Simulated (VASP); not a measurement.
# Ga11CoAs12 (a cell with a defect) in VASP: a series of runs

One crystal, Ga11CoAs12 (a cell with a defect), is run at these levels: PBEsol+U; tasks: single point.

All numbers are computed with VASP 6.6.1; they aren't measurements. Logs are shortened: lines on timing, memory, paths and dates and some standing lists are left out, and cuts for length are marked.

## 1. The crystal as given

The cell holds a defect, 24 atoms: a = 11.993 Å, b = 7.996 Å, c = 7.996 Å, α = 60.00°, β = 60.00°, γ = 60.00°.

## 2. Single point, PBEsol+U, collinear spin, ferromagnetic start

INCAR

```
PREC = Accurate
ENCUT = 350
EDIFF = 1E-5
ISMEAR = 0
SIGMA = 0.03
LREAL = Auto
LASPH = True
NELM = 120
ALGO = Normal
ISIF = 2
LWAVE = False
LCHARG = False
ISPIN = 2
MAGMOM = 3 0 0 0 0 0 0 0 0 0 0 0 0 0 0 0 0 0 0 0 0 0 0 0
LORBIT = 11
NUPDOWN = 3
LMAXMIX = 4
LDAU = True
LDAUTYPE = 2
LDAUL = 2 -1 -1
LDAUU = 4 0 0
LDAUJ = 0 0 0
LDAUPRINT = 1
GGA = PS
NBANDS = 128
NELECT = 213.0
ISYM = 0
KPAR = 4
```

KPOINTS

```
regular mesh
0
Gamma
  2 3 3
```

POSCAR

```
Ga11CoAs12                              
1.0
    0.0000000000      8.4805500000      8.4805500000
    5.6537000000      0.0000000000      5.6537000000
    5.6537000000      5.6537000000      0.0000000000
  Co              Ga              As            
     1    11    12
Direct
     0.0016871780333593    0.0011129910591546    0.9968337236145099
     0.0053810733003260    0.0062578276611009    0.4914073379401347
     0.0047275799066059    0.4970179781076126    0.0005597413770860
     0.0052878024485674    0.4968826690278062    0.4927449700300304
     0.3303470738691796    0.0045165618184806    0.0031637022426301
     0.3309314063147242    0.0016607322812475    0.5003109671549657
     0.3301271230663282    0.5004866555071423    0.0032924480322014
     0.3327826772678877    0.5002845874429236    0.4999913907123852
     0.6698473738894943    0.0046154938528825    0.9973901052335759
     0.6675847792375743    0.0020004528246963    0.4949437335705830
     0.6675110519998392    0.4969181119530795    0.0010412852634214
     0.6683977304178175    0.5019134532305548    0.4968597024946714
     0.0821590398193848    0.1240075206659507    0.1187136384816885
     0.0824560777399778    0.1238282657811131    0.6313287712175309
     0.0817480484193380    0.6355364238639730    0.1197282772001597
     0.0827839853661542    0.6284093460662489    0.6229462633270039
     0.4198221837275029    0.1246735968639485    0.1240396391299403
     0.4169735252392396    0.1238622820350829    0.6263994176658333
     0.4167164248458091    0.6276431186420278    0.1238162710957093
     0.4174736561716568    0.6245804251328382    0.6256198622018898
     0.7573587717110621    0.1234179653582570    0.1210867862469285
     0.7532735177047998    0.1256214039689839    0.6205114514987314
     0.7526306329054067    0.6273569486600439    0.1204763376889223
     0.7529022865979533    0.6249151881948604    0.6234171765794817
```

Potentials or basis: VASP PAW PBE potentials, release 64 (Co, Ga_d, As).

Command:

```console
$ cat potpaw_PBE.64/Co/POTCAR potpaw_PBE.64/Ga_d/POTCAR potpaw_PBE.64/As/POTCAR > POTCAR
$ mpirun -np 4 vasp_std > vasp.out
```

OUTCAR:

```text
PREC = Accurate
   ENCUT = 350
   EDIFF = 1E-5
   ISMEAR = 0
   LREAL = Auto
   LASPH = True
   NELM = 120
   ISIF = 2
   ISPIN = 2
   LORBIT = 11
   NUPDOWN = 3
   GGA = PS
   NELECT = 213.0
   ISYM = 0

 ion  position               nearest neighbor table
   1  0.002  0.001  0.997-  13 2.39  14 2.39  15 2.39  21 2.39
   2  0.005  0.006  0.491-  13 2.44  14 2.44  16 2.47  22 2.47
   3  0.005  0.497  0.001-  13 2.44  15 2.44  16 2.47  23 2.47
   4  0.005  0.497  0.493-  15 2.44  14 2.44  16 2.47  24 2.47
   5  0.330  0.005  0.003-  13 2.43  17 2.45  18 2.46  19 2.46
   6  0.331  0.002  0.500-  14 2.43  17 2.46  20 2.46  18 2.46
[... 16 lines left out ...]
  23  0.753  0.627  0.120-  12 2.46   9 2.46  11 2.47   3 2.47
  24  0.753  0.625  0.623-  12 2.46  10 2.46  11 2.47   4 2.47

IMPORTANT INFORMATION: All symmetrisations will be switched off!
NOSYMM: (Re-)initialisation of all symmetry stuff for point group C_1.

----------------------------------------------------------------------------------------

                                     Primitive cell

  volume of cell :     542.1501

  direct lattice vectors                    reciprocal lattice vectors
     0.000000000  8.480550000  8.480550000    -0.058958440  0.058958440  0.058958440
     5.653700000  0.000000000  5.653700000     0.088437660 -0.088437660  0.088437660
     5.653700000  5.653700000  0.000000000     0.088437660  0.088437660 -0.088437660

  length of vectors
    11.993308826  7.995539218  7.995539218     0.102119014  0.153178521  0.153178521

  position of ions in fractional coordinates (direct lattice)
     0.001687178  0.001112991  0.996833724
     0.005381073  0.006257828  0.491407338
     0.004727580  0.497017978  0.000559741
     0.005287802  0.496882669  0.492744970
     0.330347074  0.004516562  0.003163702
     0.330931406  0.001660732  0.500310967
[... 16 lines left out ...]
     0.752630633  0.627356949  0.120476338
     0.752902287  0.624915188  0.623417177

  ion indices of the primitive-cell ions
   primitive index   ion index
                 1           1
                 2           2
                 3           3
                 4           4
                 5           5
                 6           6
[... 16 lines left out ...]
                23          23
                24          24

----------------------------------------------------------------------------------------

 KPOINTS: regular mesh

Automatic generation of k-mesh.
 Grid dimensions read from file:
 generate k-points for:    2    3    3

 Generating k-lattice:

  Cartesian coordinates                     Fractional coordinates (reciprocal lattice)
    -0.029479220  0.029479220  0.029479220     0.500000000  0.000000000  0.000000000
     0.029479220 -0.029479220  0.029479220     0.000000000  0.333333333  0.000000000
     0.029479220  0.029479220 -0.029479220     0.000000000  0.000000000  0.333333333

  Length of vectors
     0.051059507  0.051059507  0.051059507

  Shift w.r.t. Gamma in fractional coordinates (k-lattice)
     0.000000000  0.000000000  0.000000000

 WARNING: IBZKPT: internal override: KBLOWUP is changed to .FALSE.
      ... skipping the blow-up phase ...

 Subroutine IBZKPT returns following result:
 ===========================================

 Found     10 irreducible k-points:

 Following reciprocal coordinates:
            Coordinates               Weight
  0.000000  0.000000  0.000000      1.000000
  0.500000  0.000000  0.000000      1.000000
  0.000000  0.333333  0.000000      2.000000
  0.500000  0.333333  0.000000      2.000000
  0.000000  0.000000  0.333333      2.000000
  0.500000  0.000000  0.333333      2.000000
[... 47 lines left out ...]
 LDA+U is selected, type is set to LDAUTYPE =  2
   angular momentum for each species LDAUL =     2   -1   -1
   U (eV)           for each species LDAUU =   4.0  0.0  0.0
   J (eV)           for each species LDAUJ =   0.0  0.0  0.0
   GGA     = PS    functional components
   LHFCALC =     F    Hartree Fock is set to
   AEXX    =    0.0000 exact exchange contribution
   IVDW    =     0    specifies the selected vdW correction
   LEPSILON=     F    determine dielectric tensor
   LRPA    =     F    only Hartree local field effects (RPA)
 spin polarized calculation
 Gauss-broadening in eV      SIGMA  =   0.03
  energy-cutoff  :      350.00
  volume of cell :      542.15
 maximum number of plane-waves:      8106
 NGX is ok and might be reduce to    80
   NGX = 37   NGY = 25   NGZ = 25

atom =   1  type =  1  l = 2

 onsite density matrix

spin component  1

  0.9558  0.0005 -0.0001 -0.0002 -0.0002
  0.0005  0.9557 -0.0001  0.0004  0.0002
 -0.0001 -0.0001  0.9388  0.0001 -0.0000
 -0.0002  0.0004  0.0001  0.9558 -0.0000
 -0.0002  0.0002 -0.0000 -0.0000  0.9389

spin component  2

  0.2055 -0.0045 -0.0021  0.0013  0.0084
 -0.0045  0.2074  0.0002 -0.0043 -0.0037
 -0.0021  0.0002  0.9190 -0.0043  0.0001
  0.0013 -0.0043 -0.0043  0.2069  0.0058
  0.0084 -0.0037  0.0001  0.0058  0.9190

 occupancies and eigenvectors

  o =  0.2011  v =  0.0000  0.0000  0.0000  0.0000  0.0000  0.6079  0.6932  0.0039  0.3871 -0.0066      0.0000  0.0000  0.0000  0.0000  0.0000  0.0000  0.0000  0.0000  0.0000  0.0000
  o =  0.2050  v =  0.0000  0.0000  0.0000  0.0000  0.0000 -0.6414  0.1414  0.0026  0.7541  0.0021      0.0000  0.0000  0.0000  0.0000  0.0000  0.0000  0.0000  0.0000  0.0000  0.0000
  o =  0.2135  v =  0.0000  0.0000  0.0000  0.0000  0.0000  0.4679 -0.7067  0.0048  0.5304 -0.0136      0.0000  0.0000  0.0000  0.0000  0.0000  0.0000  0.0000  0.0000  0.0000  0.0000
  o =  0.9190  v =  0.0000  0.0000  0.0000  0.0000  0.0000  0.0042 -0.0009 -0.9941  0.0069  0.1085      0.0000  0.0000  0.0000  0.0000  0.0000  0.0000  0.0000  0.0000  0.0000  0.0000
  o =  0.9192  v =  0.0000  0.0000  0.0000  0.0000  0.0000 -0.0114  0.0053 -0.1086 -0.0075 -0.9940      0.0000  0.0000  0.0000  0.0000  0.0000  0.0000  0.0000  0.0000  0.0000  0.0000
  o =  0.9388  v = -0.0038 -0.0044 -0.9985  0.0063 -0.0547  0.0000  0.0000  0.0000  0.0000  0.0000      0.0000  0.0000  0.0000  0.0000  0.0000  0.0000  0.0000  0.0000  0.0000  0.0000
  o =  0.9389  v =  0.0121 -0.0113 -0.0547  0.0030  0.9984  0.0000  0.0000  0.0000  0.0000  0.0000      0.0000  0.0000  0.0000  0.0000  0.0000  0.0000  0.0000  0.0000  0.0000  0.0000
  o =  0.9550  v =  0.5325 -0.6755  0.0050  0.5098 -0.0153  0.0000  0.0000  0.0000  0.0000  0.0000      0.0000  0.0000  0.0000  0.0000  0.0000  0.0000  0.0000  0.0000  0.0000  0.0000
  o =  0.9560  v = -0.6557  0.0515  0.0067  0.7532  0.0066  0.0000  0.0000  0.0000  0.0000  0.0000      0.0000  0.0000  0.0000  0.0000  0.0000  0.0000  0.0000  0.0000  0.0000  0.0000
  o =  0.9563  v =  0.5351  0.7355 -0.0027  0.4156  0.0004  0.0000  0.0000  0.0000  0.0000  0.0000      0.0000  0.0000  0.0000  0.0000  0.0000  0.0000  0.0000  0.0000  0.0000  0.0000

 number of electron     212.9999971 magnetization       3.0000001

 Free energy of the ion-electron system (eV)
  ---------------------------------------------------
  ext. energy  EPLUGINS =         0.00000000
  ---------------------------------------------------
  free energy    TOTEN  =      -105.27419944 eV

  energy without entropy =     -105.27419943  energy(sigma->0) =     -105.27419944

 E-fermi :   3.7266     XC(G=0):  -9.7901

 val. band max:        4.1125821875   @ k =   0.0000   0.0000   0.0000
 cond. band min:       4.3271490487   @ k =   0.0000   0.0000   0.0000
 fundamental gap:      0.2145668611
 Fermi energy:         4.2200885801

 spin component 1

 k-point     1 :       0.0000    0.0000    0.0000
  band No.  band energies     occupation
      1     -11.1387      1.00000
      2     -11.1312      1.00000
      3     -11.1266      1.00000
      4     -11.1129      1.00000
      5     -11.1100      1.00000
      6     -11.0925      1.00000
[... 1199 lines left out ...]
    117       7.3245      0.00000
    118       7.3537      0.00000
 Fermi energy:         3.7266393004

 spin component 2

 k-point     1 :       0.0000    0.0000    0.0000
  band No.  band energies     occupation
      1     -11.1376      1.00000
      2     -11.1295      1.00000
      3     -11.1246      1.00000
      4     -11.1115      1.00000
      5     -11.1084      1.00000
      6     -11.0901      1.00000
[... 1199 lines left out ...]
    117       7.3762      0.00000
    118       7.4197      0.00000
 [bands above 118 left out]

------------------------ aborting loop because EDIFF is reached ----------------------------------------

  FORCE on cell =-STRESS in cart. coord.  units (eV):
  Direction    XX          YY          ZZ          XY          YZ          ZX
  --------------------------------------------------------------------------------------
  -------------------------------------------------------------------------------------
  Total        7.8896192      7.9080322      7.9318266     -0.0261468     -0.0220236     -0.0091850
  in kB       23.3156266     23.3700411     23.4403590     -0.0772698     -0.0650847     -0.0271437
  external PRESSURE =      23.3753422 kB  Pullay stress =       0.0000000 kB

 VOLUME and BASIS-vectors are now :
 -----------------------------------------------------------------------------
  energy-cutoff  :      350.00
  volume of cell :      542.15
      direct lattice vectors                 reciprocal lattice vectors
     0.000000000  8.480550000  8.480550000    -0.058958440  0.058958440  0.058958440
     5.653700000  0.000000000  5.653700000     0.088437660 -0.088437660  0.088437660
     5.653700000  5.653700000  0.000000000     0.088437660  0.088437660 -0.088437660

 POSITION                                       TOTAL-FORCE (eV/Angst)
 -----------------------------------------------------------------------------------
      5.64209      5.65011      0.02060         0.013697     -0.012659     -0.021485
      2.81365      2.82390      0.08101         0.001005      0.012681      0.024234
      2.81316      0.04326      2.85008         0.003230      0.042162      0.004464
      5.59506      2.83068      2.85407        -0.015072      0.005679      0.006638
      0.04342      2.81941      2.82706        -0.008123     -0.008521     -0.002641
      2.83800      5.63509      2.81587        -0.002890     -0.008230      0.025984
[... 16 lines left out ...]
      4.22803      7.06386      9.92961         0.003543     -0.015144     -0.026417
      7.05770      9.90964      9.91811         0.019202     -0.017413     -0.016227
 -----------------------------------------------------------------------------------
    total drift:                                0.007321     -0.004179     -0.004200

  FREE ENERGIE OF THE ION-ELECTRON SYSTEM (eV)
  ---------------------------------------------------
  free  energy   TOTEN  =      -105.2741994375 eV

  energy  without entropy=     -105.2741994347  energy(sigma->0) =     -105.27419944

 total charge

# of ion       s       p       d       tot
------------------------------------------
    1        0.434   0.440   7.181   8.056
    2        0.888   0.809   9.994  11.690
    3        0.887   0.809   9.994  11.690
    4        0.887   0.808   9.993  11.688
    5        0.887   0.812   9.994  11.693
    6        0.886   0.808   9.993  11.688
[... 16 lines left out ...]
   23        1.212   1.596   0.030   2.839
   24        1.212   1.596   0.030   2.839
--------------------------------------------------
tot         24.735  28.554 117.491 170.780

 magnetization (x)

# of ion       s       p       d       tot
------------------------------------------
    1        0.021   0.069   2.285   2.375
    2        0.003   0.008   0.003   0.014
    3        0.003   0.008   0.003   0.014
    4        0.003   0.008   0.003   0.014
    5        0.002   0.006   0.002   0.010
    6        0.001   0.003   0.002   0.006
[... 16 lines left out ...]
   23        0.000   0.003   0.000   0.003
   24        0.000   0.001   0.000   0.001
--------------------------------------------------
tot          0.065   0.272   2.315   2.652
```

Run time: 8.2 min. Hardware: 4 MPI ranks of Intel Xeon 6975P-C (Granite Rapids), shared host; peak memory 0.96 GiB.

What came out:

```
Free energy                                           : -105.2742 eV
Largest force                                         : 0.050 eV/Å
Net moment                                            : 3.00 μB per cell
Site moments                                          : Co +2.38; Ga +0.01, +0.00; As +0.04, +0.00, +0.03, +0.01, +0.02 μB
Valence electrons inside the program's atomic spheres : Co 8.06; Ga 11.69, 11.68; As 2.86, 2.84, 2.85
```

Forces on the atoms (eV/Å):
```
Co   0.014 -0.013 -0.021
Ga   0.001  0.013  0.024
Ga   0.003  0.042  0.004
Ga  -0.015  0.006  0.007
Ga  -0.008 -0.009 -0.003
Ga  -0.003 -0.008  0.026
Ga  -0.008  0.005  0.020
Ga   0.002  0.019  0.026
Ga  -0.009  0.025 -0.007
Ga   0.005  0.012  0.025
Ga   0.007 -0.002  0.025
Ga  -0.010  0.016  0.010
As  -0.020 -0.007 -0.014
As   0.015  0.029 -0.038
As   0.018 -0.016  0.039
As  -0.004 -0.011 -0.027
As  -0.011 -0.012 -0.007
As   0.007 -0.009  0.001
As  -0.012 -0.013 -0.007
As   0.000 -0.012  0.003
As  -0.014 -0.016 -0.010
As   0.017 -0.007 -0.034
As   0.004 -0.015 -0.026
As   0.019 -0.017 -0.016
```

Eigenvalues of the final occupation matrices:
```csv
site,spin,trace,eigenvalues
site 1 d,1,4.75,0.94 0.94 0.96 0.96 0.96
site 1 d,2,2.46,0.20 0.20 0.21 0.92 0.92
```

Caveat: the cell is charged against a uniform background, so pressure and absolute levels hang on convention; the cutoff is under 1.25 times the usual one of these potentials, so pressure, stress and relaxed cells hold a basis-set (Pulay) error; the PAW data sets were made with another functional, which shifts forces and pressure a little; the total moment is fixed, so each spin has its own Fermi level; the U is typed as a test and isn't derived for this compound.

## 3. Single point, PBEsol+U, collinear spin, ferromagnetic start

INCAR: that of step 2 with these lines changed.

```diff
@@ -13,5 +13,5 @@
 ISPIN = 2
-MAGMOM = 3 0 0 0 0 0 0 0 0 0 0 0 0 0 0 0 0 0 0 0 0 0 0 0
+MAGMOM = 1 0 0 0 0 0 0 0 0 0 0 0 0 0 0 0 0 0 0 0 0 0 0 0
 LORBIT = 11
-NUPDOWN = 3
+NUPDOWN = 1
 LMAXMIX = 4
@@ -27,2 +27,2 @@
 ISYM = 0
-KPAR = 4
+KPAR = 2
```

KPOINTS

```
regular mesh
0
Gamma
  2 2 2
```

POSCAR is that of step 2.

Potentials or basis: VASP PAW PBE potentials, release 64 (Co, Ga_d, As).

Command:

```console
$ cat potpaw_PBE.64/Co/POTCAR potpaw_PBE.64/Ga_d/POTCAR potpaw_PBE.64/As/POTCAR > POTCAR
$ mpirun -np 4 vasp_std > vasp.out
```

Wall time 7.1 min (4 MPI ranks of Intel Xeon 6975P-C (Granite Rapids), shared host); peak memory 0.52 GiB.

It converged, with:

- Free energy: -103.8263 eV
- Largest force: 0.723 eV/Å
- Net moment: 1.00 μB per cell
- Site moments: Co +1.65; Ga -0.02, -0.00, -0.01; As -0.06, -0.05, -0.02, -0.01, -0.03 μB
- Valence electrons inside the program's atomic spheres: Co 8.19; Ga 11.70, 11.69; As 2.83, 2.84, 2.85

Forces in eV/Å, atoms in the order of the input:
```
Co  -0.211  0.216  0.208
Ga   0.013 -0.020 -0.250
Ga   0.014 -0.232 -0.028
Ga   0.246 -0.025 -0.025
Ga  -0.098 -0.003  0.001
Ga  -0.039  0.053  0.047
Ga  -0.045  0.029  0.081
Ga  -0.021  0.030  0.035
Ga   0.007  0.042  0.009
Ga  -0.019 -0.041  0.026
Ga  -0.018 -0.002 -0.026
Ga  -0.012  0.019  0.014
As  -0.445 -0.364 -0.371
As   0.388  0.472 -0.386
As   0.393 -0.365  0.480
As  -0.027  0.014 -0.001
As  -0.010 -0.042 -0.037
As   0.075 -0.005 -0.019
As   0.057 -0.033 -0.003
As  -0.005 -0.026 -0.011
As  -0.253  0.239  0.246
As   0.020  0.019  0.004
As   0.007  0.022  0.000
As  -0.014  0.005  0.006
```

Eigenvalues of the final occupation matrices:
```tsv
site	spin	trace	eigenvalues
site 1 d	1	4.52	0.87 0.88 0.92 0.92 0.93
site 1 d	2	2.90	0.12 0.49 0.49 0.90 0.90
```

Caveat: the k mesh is coarse (spacing up to 0.48 Å⁻¹), so the values aren't converged; the cell is charged against a uniform background, so pressure and absolute levels hang on convention; the cutoff is under 1.25 times the usual one of these potentials, so pressure, stress and relaxed cells hold a basis-set (Pulay) error; the PAW data sets were made with another functional, which shifts forces and pressure a little; the total moment is fixed, so each spin has its own Fermi level; the U is typed as a test and isn't derived for this compound.
